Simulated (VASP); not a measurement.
Energy against volume of ZrC (rock salt). Computed with revPBE GGA, VASP's PBE PAW potentials (set 64) (plane waves; VASP). Run with 520 eV cut-off, 13×13×13 Γ-centred mesh, first-order Methfessel-Paxton smearing of 0.10 eV, potentials Zr_sv C.

| V (Å³/atom) | E (eV/atom) |
|---|---|
| 12.816 | -9.35067 |
| 13.212 | -9.35913 |
| 13.609 | -9.35162 |
| 14.005 | -9.33035 |

Problem. Fit these four points and predict the energy of the run at 12.420 Å³/atom.

Solution. A cubic in V^(−2/3), the third-order Birch-Murnaghan form, passes through the four points with V0 = 13.21 Å³/atom and B0 = 215 GPa, and gives -9.3237 eV/atom there. The run gave -9.3236 eV/atom, +0.1 meV/atom from the fit; all five points give B0 = 215 GPa.

The compound is ZrC in the rock salt structure. It was relaxed first.
